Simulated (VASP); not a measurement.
An input for Ansatz (written as the equivalent of a VASP run, and not itself run):

Ansatz 0.2 input:
```yaml
crystal:
  lattice:
    - [0.0000000, 2.9700000, 2.9700000]
    - [2.9700000, 0.0000000, 2.9700000]
    - [2.9700000, 2.9700000, 0.0000000]
  atoms:
    - { symbol: Pb, position: [0.0000000, 0.0000000, 0.0000000] }
    - { symbol: S, position: [0.5000000, 0.5000000, 0.5000000] }
kpoints:
  mp_grid: { grid: [7, 7, 7] }
hamiltonian:
  xc: pbe
  pseudopotentials: { kind: paw }
scf:
  occupations: { method: gaussian, width: 0.05 }
  max_iter: 100
relax:
  max_steps: 60
  f_tol: 0.01
  cell: {}
output: { forces: true, stress: true, eigenvalues: true }
```

Translate this input to VASP (INCAR, KPOINTS, POSCAR, choice of POTCAR).

Several could match; the one computed here: 
KPOINTS:
```
Automatic
0
G
  7 7 7
0 0 0
```

POSCAR:
```
PbS
1
    0.0000000000     2.9700000000     2.9700000000
    2.9700000000     0.0000000000     2.9700000000
    2.9700000000     2.9700000000     0.0000000000
Pb S
1 1
Direct
  0.0000000000   0.0000000000   0.0000000000
  0.5000000000   0.5000000000   0.5000000000
```

### INCAR
```
# general
SYSTEM   =  PbS
PREC     =  Accurate
ENCUT    =  480
LREAL    =  .False.
LASPH    =  .True.

# electronic loop
EDIFF    =  1E-6
NELM     =  100   # most electronic steps
ALGO     =  Normal   # blocked Davidson
LMAXMIX  =  4

# smearing
ISMEAR   =  0   # Gaussian
SIGMA    =  0.05

# functional
GGA      =  PE   # PBE

# ions
IBRION   =  2   # conjugate gradients
NSW      =  60   # most ionic steps
ISIF     =  3
EDIFFG   =  -0.01   # ionic stop

# output
LWAVE    =  .False.
LCHARG   =  .False.
```

POTCAR, in this order: Pb_d S (PBE.64 set). Program: vasp_std.

Limits of the translation: each code has its own PAW files, so the cut-off isn't converted (ENCUT is set for VASP's; basis.ecutwfc is left out, and Ansatz then takes the one that its files recommend); Ansatz stops its SCF on the density residual and VASP on the energy change (EDIFF).

The compound is PbS in the rock salt structure. This run relaxes it. Symmetry was kept, so distortions that lower it aren't found.
